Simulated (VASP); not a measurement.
VASP ran on this input.

**INCAR**
```
! general
SYSTEM   = CdS
PREC     = Accurate
ENCUT    = 520
LREAL    = F
LASPH    = T

! electronic loop
EDIFF    = 1E-7
NELM     = 100
ALGO     = Normal
LMAXMIX  = 4

! smearing
ISMEAR   = -5

! functional
GGA      = BO
LUSE_VDW = T
AGGAC    = 0.0
PARAM1   = 0.1833333333
PARAM2   = 0.22

! ions
ISIF     = 2

! output
LWAVE    = F
LCHARG   = T
LORBIT   = 11
NEDOS    = 601

! other
LEFG     = T
```

### KPOINTS
```
Automatic mesh
0
Gamma
7 7 4
0 0 0
```

File POSCAR:
```
CdS
1
    2.0956968796    -3.6298532946     0.0000000000
    2.0956968796     3.6298532946     0.0000000000
    0.0000000000     0.0000000000     6.8119052591
Cd S
2 2
Direct
  0.6666670000   0.3333330000   0.5000223415
  0.3333330000   0.6666670000   0.0000223415
  0.6666670000   0.3333330000   0.8769776585
  0.3333330000   0.6666670000   0.3769776585
```

POTCAR, in this order: Cd S (PBE.64 set). Program: vasp_std.

Translate this optB88-vdW calculation to Quantum ESPRESSO's pw.x.

One equivalent input (not run):
```
&CONTROL
  calculation = 'scf'
  pseudo_dir = './pseudo'
  outdir = './out'
  tprnfor = .true.
  tstress = .true.
/
&SYSTEM
  ibrav = 0
  nat = 4
  ntyp = 2
  ecutwfc = 102
  occupations = 'tetrahedra'
  input_dft = 'vdw-df-obk8'
/
&ELECTRONS
  conv_thr = 7.3e-09
  electron_maxstep = 100
/
ATOMIC_SPECIES
  Cd 112.414 Cd.upf
  S 32.060 S.upf
CELL_PARAMETERS angstrom
     2.0956969   -3.6298533    0.0000000
     2.0956969    3.6298533    0.0000000
     0.0000000    0.0000000    6.8119053
ATOMIC_POSITIONS crystal
  Cd   0.6666670  0.3333330  0.5000223
  Cd   0.3333330  0.6666670  0.0000223
  S    0.6666670  0.3333330  0.8769777
  S    0.3333330  0.6666670  0.3769777
K_POINTS automatic
  7 7 4 0 0 0
```
What does not carry over: the potentials are each code's own (VASP's PAW set, PseudoDojo norm-conserving files in pw.x), so ENCUT and ecutwfc are chosen apart and not converted; conv_thr bounds pw.x's estimated SCF error, while EDIFF bounds the energy change between steps; the field gradients of LEFG aren't asked of the other code.

The compound is CdS in the wurtzite structure. It was relaxed first.
